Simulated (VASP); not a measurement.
Method: LDA (Ceperley-Alder, Perdew-Zunger), VASP's LDA PAW potentials (set 64) (plane waves; VASP).

VASP input:

### KPOINTS
```
Automatic mesh
0
Gamma
6 6 6
0 0 0
```

### INCAR
```
ALGO = Normal
EDIFF = 1E-6
EDIFFG = -0.01
ENCUT = 400
IBRION = 2
ISIF = 3
ISMEAR = 0
LASPH = .TRUE.
LCHARG = .FALSE.
LMAXMIX = 4
LREAL = .FALSE.
LWAVE = .FALSE.
NELM = 100
NSW = 60
PREC = Accurate
SIGMA = 0.05
SYSTEM = KBr
```

**POSCAR**
```
KBr
1.0
  0.0000000000   3.2945400000   3.2945400000
  3.2945400000   0.0000000000   3.2945400000
  3.2945400000   3.2945400000   0.0000000000
K Br
1 1
Cart
  0.0000000000   0.0000000000   0.0000000000
  3.2945400000   3.2945400000   3.2945400000
```

POTCAR, in this order: K_sv Br (LDA.64 set). Program: vasp_std.

Energy and stress use the plane-wave basis of the starting cell.

### Question
Estimate the energy per atom (σ→0), volume per atom, band gap (on the k-mesh).

### Answer

| Item | Result |
|---|---|
| energy per atom (σ→0) | -3.418 eV/atom |
| band gap (on the k-mesh) | 4.32 eV |
| volume per atom | 32.46 Å³/atom |

OSZICAR:
```
...
       N       E                     dE             d eps       ncg     rms          rms(c)
DAV:   1    -0.683701354962E+01   -0.12747E-02   -0.28288E-02   484   0.180E+00    0.216E-01
DAV:   2    -0.683601659854E+01    0.99695E-03   -0.24085E-03   476   0.469E-01    0.866E-02
DAV:   3    -0.683577424338E+01    0.24236E-03   -0.80585E-04   664   0.251E-01    0.706E-02
DAV:   4    -0.683577989006E+01   -0.56467E-05   -0.22593E-05   636   0.347E-02    0.282E-02
DAV:   5    -0.683578166876E+01   -0.17787E-05   -0.22979E-05   708   0.271E-02    0.499E-03
DAV:   6    -0.683578146803E+01    0.20073E-06   -0.31819E-07   304   0.669E-03
   4 F= -.68357815E+01 E0= -.68357815E+01  d E =-.350732E-01
```

The structure comes from a computed database's KBr entry (Fm-3m); how it stands against other phases isn't given here. This run relaxes it. Symmetry was kept, so distortions that lower it aren't found.
